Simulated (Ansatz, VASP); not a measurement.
# Cross-check of GaSb between VASP and Ansatz

Wanted: the spread between two codes on one cell, functional and k mesh. The cell is taken from a series of runs on this material, whose earlier steps may have relaxed, scaled, displaced or heated it; both programs get it as it stands.

Program: Ansatz 0.2.0. Level of theory: plane waves, with VASP 6.6.1 beside it; relaxation of cell and atoms at PBEsol. Results are calculated unless marked as measured.

### Step 1. Starting point

Symmetry: F-43m, No. 216, cubic system. The conventional cell has a = 6.110 Å, b = 6.110 Å, c = 6.110 Å, α = 90.00°, β = 90.00°, γ = 90.00°. Ga has 4 Sb at 2.65 Å nearest. Sb has 4 Ga at 2.65 Å nearest. Farther neighbours are not listed.

### Step 2. Ansatz: relaxation of cell and atoms, PBEsol

Ansatz runs on its PAW soft_1 files.

The relaxed volume is the usual yardstick between codes: in a stiff, nearly cubic crystal its relative difference is about their pressure difference at one cell divided by the bulk modulus.

File input.yaml:

```yaml
crystal:
  lattice:
    - [0.0, 3.0548771247, 3.0548771247]
    - [3.0548771247, 0.0, 3.0548771247]
    - [3.0548771247, 3.0548771247, 0.0]
  atoms:
    - { symbol: Ga, position: [0.0, 0.0, 0.0] }
    - { symbol: Sb, position: [0.25, 0.25, 0.25] }
kpoints:
  mp_grid: { grid: [12, 12, 12] }
hamiltonian:
  xc: pbesol
  pseudopotentials: { kind: paw, azcp: { folder: soft_1 }, xc_functional: pbe }
scf:
  occupations: { method: methfessel_paxton, width: 0.2 }
  lower_state_search: "off"
output:
  forces: true
  stress: true
  eigenvalues: true
relax:
  adjacent_minimum: "off"
  f_tol: 0.001
  max_steps: 60
  cell: { stress_tol: 0.01 }
```

Launch:

```console
$ ansatz run input.yaml --threads 8 --pin off --max-ram 16384MiB --backend cpu --events-out ev --progress --plain --runs-dir out
```

Numbers of over 12 decimals in the logs are rounded to 6 here.

Output:

```text
Engine: ansatz 0.2.0, aarch64-unknown-linux-gnu
Pseudopotentials: kind: paw
Pseudopotential: Ga, paw, valence charge 13, recommended cutoff 420 eV (normal), soft_1/Ga.paw.azcp
Pseudopotential: Sb, paw, valence charge 15, recommended cutoff 420 eV (normal), soft_1/Sb.paw.azcp
Functional definition: PBEsol
  exchange = pbesol_x
  correlation = pbesol_c
Crystal: 2 atoms, lattice volume = 57.018 Å³
Basis set: ecut = 420 eV, 1139 PW (Γ), exchange–correlation on 60×60×60 points (8 copies of the dense FFT grid, shifted against one another)
Bands: 18, of which v1, the nominal top of the filled ones, is band 14 counted from 1 (13 counted from 0)
Symmetry: 24 space group operations
Space group: F-43m (ITA 216), of the structure as read, at distance tolerance 3.8e-5 Å
k-points: 72 of 1728 (time reversal used)
Non-local potential: Ga, projectors of the file, l = 0: 2, l = 1: 2, l = 2: 3, l = 3: 1
Non-local potential: Sb, projectors of the file, l = 0: 2, l = 1: 2, l = 2: 2, l = 3: 1
PAW form: soft (Blöchl's): semilocal exchange-correlation on the pseudo side does not see the compensation charge
PAW frozen core: Ga, regenerated for the run's functional, and the local potential with it (the file was generated under x = pbe(κ = 0.804, μ = 0.219515), c = pbe(β = 0.066725))
PAW frozen core: Sb, regenerated for the run's functional, and the local potential with it (the file was generated under x = pbe(κ = 0.804, μ = 0.219515), c = pbe(β = 0.066725))
PAW one-centre angular grid: Ga, 590 points (default); XC on 64 Gauss nodes
PAW one-centre angular grid: Sb, 590 points (default); XC on 64 Gauss nodes
Initial density: superposition of atomic densities (chi_scale 0.1, normalization cell, long waves kept (reshape's long-wave potential 0.00 eV rms))
Initial wavefunctions: pseudopotential atomic-orbital guess
Functional: x = pbesol(κ = 0.804, μ = 0.123457), c = pbesol(β = 0.046)
SCF iter   1: F=—  HF=-10151.700545 eV  |F-HF|=—  |Δ(HF+E_count)|=         —  Δρ=3.17e-2  dr2=4.10e-1  ethr=3.10e-3  ⟨swp⟩=5.6  Hψ=6724  notcnv=0
preconditioner: auto → none  [insulator: Δε(μ)=0.363 eV  Ē_g=14.733 eV  σ=0.200 eV  W_gap=0.69  n_scr=14 (ndim 8)  ℏωp=20.9 eV  f_vac=0.007  D(μ)=0.04/eV (n_scr^D=0)  ε∞_Penn≈3.0]
SCF iter   2: F=—  HF=-10151.624160 eV  |F-HF|=—  |Δ(HF+E_count)|=   7.64e-2  S|Δr|=    0.00e0  Δρ=1.44e-2  dr2=6.92e-2  ethr=1.47e-3  ⟨swp⟩=2.0  Hψ=2152  notcnv=0
SCF iter   3: F=—  HF=-10151.622514 eV  |F-HF|=—  |Δ(HF+E_count)|=   1.65e-3  S|Δr|=    0.00e0  Δρ=4.97e-3  dr2=1.34e-2  ethr=2.47e-4  ⟨swp⟩=2.0  Hψ=2096  notcnv=0
SCF iter   4: F=—  HF=-10151.616571 eV  |F-HF|=—  |Δ(HF+E_count)|=   5.94e-3  S|Δr|=    0.00e0  Δρ=8.02e-4  dr2=2.08e-4  ethr=4.78e-5  ⟨swp⟩=2.0  Hψ=1945  notcnv=0
SCF iter   5: F=—  HF=-10151.616545 eV  |F-HF|=—  |Δ(HF+E_count)|=   2.65e-5  S|Δr|=    0.00e0  Δρ=3.64e-4  dr2=2.66e-5  ethr=7.43e-7  ⟨swp⟩=2.0  Hψ=1947  notcnv=0
SCF iter   6: F=—  HF=-10151.616547 eV  |F-HF|=—  |Δ(HF+E_count)|=   2.34e-6  S|Δr|=    0.00e0  Δρ=3.00e-5  dr2=4.01e-7  ethr=9.49e-8  ⟨swp⟩=2.0  Hψ=2238  notcnv=0
SCF iter   7: F=-10151.616547 eV  HF=-10151.616547 eV  |F-HF|=1.65e-8  |Δ(HF+E_count)|=   7.12e-8  S|Δr|=    0.00e0  Δρ=6.17e-6  dr2=1.86e-8  ethr=3.57e-10  ⟨swp⟩=7.0  Hψ=6879  notcnv=0
SCF 1 converged in 7 iterations: F = -10151.616547 eV  dr2 = 1.86e-8
  greatest PAW one-centre occupation: 0.996 electrons in one spin orbital (limit 2), on the Sb atom at site 1 (counted from 0), in its partial waves of l = 2
relax step   1: F+E_penalty+E_count = -10151.61654700 eV  Δ(F+E_penalty+E_count) = +0.000e0 eV  max|allowed force component| = 8.348e-17 eV/Å  Δτ_max = 0.0000 Å  P = +0.045 GPa  Ω = 57.018 Å³  (7 SCF iters, dr2 threshold 1.00e-7 eV, accepted)
[...]
relax step   2: F+E_penalty+E_count = -10151.61654521 eV  Δ(F+E_penalty+E_count) = +1.791e-6 eV  max|allowed force component| = 2.561e-17 eV/Å  Δτ_max = 0.0000 Å  P = -0.014 GPa  Ω = 57.083 Å³  energy of the carried Pulay correction = -8.103e-6 eV  (4 SCF iters, dr2 threshold 5.07e-9 eV, accepted)
[...]
relax step   3: F+E_penalty+E_count = -10151.61654779 eV  Δ(F+E_penalty+E_count) = -2.588e-6 eV  max|allowed force component| = 2.579e-17 eV/Å  Δτ_max = 0.0000 Å  P = -0.000 GPa  Ω = 57.068 Å³  energy of the carried Pulay correction = -6.187e-6 eV  (4 SCF iters, dr2 threshold 4.86e-10 eV, accepted)
[...]
relax step   4: F+E_penalty+E_count = -10151.61655717 eV  Δ(F+E_penalty+E_count) = -9.378e-6 eV  max|allowed force component| = 2.949e-17 eV/Å  Δτ_max = 0.0000 Å  P = -0.000 GPa  Ω = 57.068 Å³  stress off target by 8.69e-5 GPa  SCF on the basis re-selected at this cell (its energy is not comparable with the rows above)  (6 SCF iters)
basis re-selected at this cell: Δ(F+E_penalty+E_count) = -9.378e-6 eV, ΔP = -0.000 GPa vs the last step (what re-selecting the basis moved, of the pressure what is left beyond the Pulay correction that the steps carried, after the strain that the cell walked since its last selection, with what the two solves' SCF thresholds leave and, on support functions, any second-order correction that the steps lacked; it is no m [...]
SCF converged after 6 iterations
Stability not checked: this state was not tested for a lower state beside it, because cold or Methfessel-Paxton smearing, or corrected tetrahedra, fill the levels in a way that the test cannot read (fill_not_monotonic; see scf.lower_state_search)
Free energy (F): -10151.616557 eV
Harris-Foulkes:  -10151.616557 eV  (|F-HF|=0.00e0)
Internal energy: -10151.616947 eV  (E = F + TS)
E sigma→0 (E₀):  -10151.616655 eV
Entropy (-TS):   0.000390 eV (0.195 meV/atom)
Fermi energy:    7.765759 eV
Step filling:    the computed levels leave a gap of 0.0053 eV = 0.0 smearing widths at the electron count; against every level under it full and every level over it empty, smearing changes F+E_penalty+E_count by +0.131 meV and its σ→0 estimate by +0.034 meV
--- Per-component energies (eV) ---
  E_band       = -260.399652
  E_kinetic    = 275.750447
  E_local      = -3377.299019  (includes V_loc(G=0)·N_el)
  E_nonlocal   = 299.705631
  E_hartree    = 1726.756010
  E_xc         = -160.380445
  E_vxc        = -146.077120  (∫ρ·V_xc dr)
  E_paw        = -6420.787697  (= ΣΔE_a)
  E_vpaw       = -765.991530  (= ΣTr[D̂ρ^β])
  E_aug_tail   = -0.000078  (compensation charges beyond the density's cutoff)
  E_ewald      = -2496.556629
  E_core_change = 1.194834  (= ΣΔE_core)
  E_smearing   = 0.000390  (= −TS)
  E_closure    = -0.000000  (closes the sum)
  Σ components = -10151.616557   (vs F -10151.616557, Δ=0.00e0)
--- Forces (eV/Å), atoms counted from 1 ---
  atom   1  Ga     0.00000000     0.00000000     0.00000000
  atom   2  Sb    -0.00000000     0.00000000     0.00000000
  max |Σ_I F_I| component: 6.36e-17 eV/Å
--- Stress (GPa, compression-positive) ---
       -0.000087      -0.000000      -0.000000
       -0.000000      -0.000087       0.000000
       -0.000000       0.000000      -0.000087
  P = ⅓ Tr σ = -0.0001 GPa (-0.001 kbar)
--- Band table (eV; the first three rows and the last of 72) ---
  k-point 0: bands = [... 10 lower, -3.8072, 7.7180, 7.7180, 7.7180, 7.7233, 10.4877, 10.4877, 10.4877]
  k-point 1: bands = [... 10 lower, -3.7353, 6.3957, 7.5937, 7.5937, 8.5988, 10.6585, 10.6585, 10.7343]
  k-point 2: bands = [... 10 lower, -3.5238, 4.9952, 7.3132, 7.3132, 8.7017, 11.0325, 11.0325, 11.6355]
  k-point 71: bands = [... 10 lower, -1.3025, 1.0313, 4.3344, 4.5562, 11.3944, 11.9728, 12.1016, 12.4276]
--- Relaxed structure (3 steps of the walk, 3 accepted, 1 SCFs on fresh bases) ---
  F+E_penalty+E_count = -10151.61655717 eV   max|allowed force component| = 2.949e-17 eV/Å   (the final SCF, on the basis selected at the relaxed cell)
  cell:  # Å, volume = 57.0678 Å³
    - [0, 3.055768, 3.055768]
    - [3.055768, 0, 3.055768]
    - [3.055768, 3.055768, 0]
  atoms:
    - { symbol: Ga, position: [0, 0, 0] }
    - { symbol: Sb, position: [0.25, 0.25, 0.25] }
```

### Step 3. VASP: relaxation of cell and atoms, PBEsol

The same cell, functional, mesh and smearing now go to VASP, with its own data sets.

Lines of VASP's logs that name or quote its potential files are left out, and so is its time.

File INCAR:

```
SYSTEM = GaSb
PREC = Accurate
ENCUT = 500
EDIFF = 1E-07
NELM = 120
ISMEAR = 1
SIGMA = 0.2
LREAL = .FALSE.
ALGO = Normal
GGA = PS
NBANDS = 15
LORBIT = 11
LWAVE = .FALSE.
LCHARG = .FALSE.
ISIF = 3
IBRION = 2
NSW = 80
EDIFFG = -0.005
LASPH = .TRUE.
GGA_COMPAT = .FALSE.
NELMIN = 4
```

File POSCAR:

```
GaSb
1.0
    0.0000000000      3.0548770000      3.0548770000
    3.0548770000      0.0000000000      3.0548770000
    3.0548770000      3.0548770000      0.0000000000
Ga Sb
1 1
Direct
    0.0000000000      0.0000000000      0.0000000000
    0.2500000818      0.2500000818      0.2500000818
```

File KPOINTS:

```
Automatic mesh
0
Gamma
12 12 12
0 0 0
```

Potentials, in the order of the species: Ga_d and Sb (PBE family, release 64).

Launch:

```console
$ mpirun -np 1 vasp_std
```

Output:

```text
[banner, memory and clock lines left out]
running    1 mpi-ranks, on    1 nodes
 distrk:  each k-point on    1 cores,    1 groups
 distr:  one band on    1 cores,    1 groups

 POSCAR found type information on POSCAR GaSb
 POSCAR found :  2 types and       2 ions
|                                                                             |
|               ----> ADVICE to this user running VASP <----                  |
|                                                                             |
|     You enforced a specific xc type in the INCAR file but a different       |
|     [... a line on the potential file left out ...]
|     I HOPE YOU KNOW WHAT YOU ARE DOING!                                     |
|                                                                             |

 LDA part: xc-table for (Slater+PW92), standard interpolation
 POSCAR, INCAR and KPOINTS ok, starting setup
 FFT: planning ... GRIDC
 FFT: planning ... GRID_SOFT
 FFT: planning ... GRID
 WAVECAR not read
 entering main loop
       N       E                     dE             d eps       ncg     rms          rms(c)
DAV:   1     0.798436680761E+02    0.79844E+02   -0.84372E+03  2168   0.145E+03
DAV:   2    -0.197074050075E+01   -0.81814E+02   -0.78859E+02  2503   0.299E+02
DAV:   3    -0.814287555441E+01   -0.61721E+01   -0.61570E+01  2594   0.679E+01
DAV:   4    -0.825224401208E+01   -0.10937E+00   -0.10935E+00  2581   0.102E+01
DAV:   5    -0.825501237801E+01   -0.27684E-02   -0.27683E-02  2845   0.144E+00    0.314E+00
DAV:   6    -0.818056150457E+01    0.74451E-01   -0.87593E-02  2857   0.525E+00    0.184E+00
DAV:   7    -0.815442364310E+01    0.26138E-01   -0.44837E-02  2700   0.199E+00    0.363E-01
DAV:   8    -0.815445889912E+01   -0.35256E-04   -0.48986E-03  2832   0.883E-01    0.101E-01
DAV:   9    -0.815474003791E+01   -0.28114E-03   -0.45031E-04  2433   0.174E-01    0.379E-02
DAV:  10    -0.815473359409E+01    0.64438E-05   -0.19555E-05  2824   0.394E-02    0.108E-02
DAV:  11    -0.815474294715E+01   -0.93531E-05   -0.12391E-05  2454   0.254E-02    0.444E-03
DAV:  12    -0.815474306622E+01   -0.11907E-06   -0.47605E-07  2783   0.686E-03    0.765E-04
DAV:  13    -0.815474305862E+01    0.75988E-08   -0.39924E-08  1927   0.141E-03
   1 F= -.81547431E+01 E0= -.81548746E+01  d E =-.815474E+01
 curvature:   0.00 expect dE= 0.000E+00 dE for cont linesearch  0.000E+00
 trial: gam= 0.00000 g(F)=  0.326E-41 g(S)=  0.142E-03 ort = 0.000E+00 (trialstep = 0.100E+01)
 search vector abs. value=  0.142E-03
 bond charge predicted
       N       E                     dE             d eps       ncg     rms          rms(c)
DAV:   1    -0.815639328199E+01   -0.16502E-02   -0.20557E-02  2741   0.238E+00    0.228E-01
DAV:   2    -0.815513990231E+01    0.12534E-02   -0.22559E-03  2692   0.885E-01    0.105E-01
DAV:   3    -0.815482893711E+01    0.31097E-03   -0.33886E-04  2769   0.297E-01    0.236E-02
DAV:   4    -0.815479547589E+01    0.33461E-04   -0.36690E-05  2582   0.807E-02    0.794E-03
DAV:   5    -0.815479226664E+01    0.32093E-05   -0.23687E-06  2651   0.186E-02    0.212E-03
DAV:   6    -0.815479218347E+01    0.83171E-07   -0.32997E-07  2272   0.943E-03
   2 F= -.81547922E+01 E0= -.81549250E+01  d E =-.491249E-04
 trial-energy change:   -0.000049  1 .order   -0.000049   -0.000142    0.000044
 step:   0.7644(harm=  0.7644)  dis= 0.00000  next Energy=    -8.154797 (dE=-0.544E-04)
 bond charge predicted
       N       E                     dE             d eps       ncg     rms          rms(c)
DAV:   1    -0.815488588513E+01   -0.93618E-04   -0.11360E-03  2741   0.555E-01    0.539E-02
DAV:   2    -0.815481622934E+01    0.69656E-04   -0.12605E-04  2692   0.211E-01    0.247E-02
DAV:   3    -0.815479940252E+01    0.16827E-04   -0.18460E-05  2769   0.691E-02    0.562E-03
DAV:   4    -0.815479777023E+01    0.16323E-05   -0.19933E-06  2555   0.186E-02    0.188E-03
DAV:   5    -0.815479767087E+01    0.99360E-07   -0.12053E-07  1509   0.443E-03
   3 F= -.81547977E+01 E0= -.81549301E+01  d E =-.546122E-04
 curvature:  -0.38 expect dE=-0.135E-05 dE for cont linesearch -0.135E-05
 trial: gam=-0.13250 g(F)=  0.932E-42 g(S)=  0.352E-05 ort = 0.224E-04 (trialstep = 0.953E+00)
 search vector abs. value=  0.871E-07
 reached required accuracy - stopping structural energy minimisation
```

Parts of OUTCAR (step 3):

```text
ion  position               nearest neighbor table
   1  0.000  0.000  0.000-   2 2.65   2 2.65   2 2.65   2 2.65
   2  0.250  0.250  0.250-   1 2.65   1 2.65   1 2.65   1 2.65

  LATTYP: Found a face centered cubic cell.
 ALAT       =     6.1097540000

 Subroutine GETGRP returns: Found 24 space group operations
 (whereof 24 operations were pure point group operations)

The static configuration has the point symmetry T_d .

 Found     72 irreducible k-points:

   k-points           NKPTS =     72   k-points in BZ     NKDIM =     72   number of bands    NBANDS=     15

   dimension x,y,z NGX =    32 NGY =   32 NGZ =   32
   dimension x,y,z NGXF=    64 NGYF=   64 NGZF=   64

   ENCUT  =  500.0 eV  36.75 Ry    6.06 a.u.   7.88  7.88  7.88*2*pi/ulx,y,z

   NELECT =      18.0000    total number of electrons

 k-points in reciprocal lattice and weights: Automatic mesh
   0.00000000  0.00000000  0.00000000       0.001
   0.08333333  0.00000000  0.00000000       0.005
   0.16666667  0.00000000  0.00000000       0.005
   0.25000000  0.00000000  0.00000000       0.005
   0.33333333  0.00000000  0.00000000       0.005
   0.41666667  0.00000000  0.00000000       0.005
   0.50000000  0.00000000  0.00000000       0.002
   0.08333333  0.08333333  0.00000000       0.003
   0.16666667  0.08333333  0.00000000       0.014
[...]
-0.33333333  0.50000000  0.16666667       0.007
  -0.25000000  0.50000000  0.25000000       0.003

 average (electrostatic) potential at core
       1 -65.5338       2 -87.4781

 E-fermi :   4.7940

 k-point     1 :       0.0000    0.0000    0.0000
  band No.  band energies     occupation
    ...
      6      -6.7685      2.00000
      7       4.7462      1.39170
      8       4.7462      1.39170
      9       4.7462      1.39164
     10       4.7485      1.37401
     11       7.5039     -0.00000
     12       7.5039     -0.00000
     13       7.5039     -0.00000
     14      10.3748      0.00000
     15      13.3499      0.00000

 k-point     2 :       0.0833    0.0000    0.0000
  band No.  band energies     occupation
    ...
      5     -10.2027      2.00000
      6      -6.6966      2.00000
      7       3.4222      2.00000
      8       4.6215      2.00865
      9       4.6215      2.00864
     10       5.6235     -0.00000
     11       7.6745     -0.00000
     12       7.6745     -0.00000
     13       7.7516     -0.00000
     14      10.7984      0.00000
    ...

 k-point     3 :       0.1667    0.0000    0.0000
  band No.  band energies     occupation
    ...
      5     -10.2030      2.00000
      6      -6.4853      2.00000
      7       2.0208      2.00000
      8       4.3404      2.00612
      9       4.3404      2.00612
     10       5.7239     -0.00000
     11       8.0477     -0.00000
     12       8.0477     -0.00000
     13       8.6534     -0.00000
     14      11.6482      0.00000
    ...

  Total        0.0069748      0.0069748      0.0069748      0.0000000      0.0000000      0.0000000
  in kB        0.1955086      0.1955086      0.1955086      0.0000000      0.0000000      0.0000000
  external PRESSURE =       0.1955086 kB  Pullay stress =       0.0000000 kB

  energy-cutoff  :      500.00
  volume of cell :       57.16
      direct lattice vectors                 reciprocal lattice vectors
     0.000000000  3.057375987  3.057375987    -0.163538931  0.163538931  0.163538931
     3.057375987  0.000000000  3.057375987     0.163538931 -0.163538931  0.163538931
     3.057375987  3.057375987  0.000000000     0.163538931  0.163538931 -0.163538931

 POSITION                                       TOTAL-FORCE (eV/Angst)
 -----------------------------------------------------------------------------------
      0.00000      0.00000      0.00000        -0.000000      0.000000      0.000000
      1.52869      1.52869      1.52869         0.000000     -0.000000     -0.000000
 -----------------------------------------------------------------------------------
    total drift:                               -0.000051     -0.000051     -0.000051

  FREE ENERGIE OF THE ION-ELECTRON SYSTEM (eV)
  ---------------------------------------------------
  free  energy   TOTEN  =        -8.1547976709 eV

  energy  without entropy=       -8.1551949534  energy(sigma->0) =       -8.15493010

 reached required accuracy - stopping structural energy minimisation

 total charge
# of ion       s       p       d       tot
------------------------------------------
    1        0.910   0.766   9.963  11.639
    2        1.132   1.335   0.028   2.495
--------------------------------------------------
tot          2.042   2.101   9.990  14.134

[... 3 further parts left out ...]
```

### Step 4. Side by side

Known differences besides the potentials themselves: the data sets hold 28 valence electrons in Ansatz (on its PAW soft_1 files) and 18 in VASP; the cutoff is 420 eV in Ansatz and 500 eV in VASP; Ansatz makes its cores anew for this functional, VASP keeps those of its PBE data sets; Ansatz adds a Pulay correction to the stress that steers its cell, VASP none. Total energies have different zeros and are not compared.

The two programs side by side:

| quantity | Ansatz | VASP | difference |
| --- | --- | --- | --- |
| volume (Å³) | 57.07 | 57.16 | -0.16 % |
| edge a after relaxation, in the typed setting (Å) | 4.322 | 4.324 | -0.05 % |

### Step 5. Summary of results

| Quantity | Value |
| --- | --- |
| difference in volume (relaxation of cell and atoms, PBEsol) | -0.16 % |

**Reading.** The difference in volume is -0.16 % (relaxation of cell and atoms, PBEsol), within the 1.2 % picked in this series as the mark of a large difference, as far as the stopping tolerances let one tell. The data sets hold unlike numbers of valence electrons (28 in Ansatz and 18 in VASP), so part of the differences comes from the potentials. How closely two codes agree says nothing of how well the functional describes the real material.

[Lines on the potential files, build, host, timing and source positions are cut from VASP's logs without a mark.]

[Logs are printed without paths, hosts, clocks, repeated set-up lines and the standing remarks that a program may print on its own settings, such as how far it seeks lower states.]

[Hosts, paths, dates, database ids (printed as entryN), source tags and the programs' standing remarks are cut or masked in the printed files.]
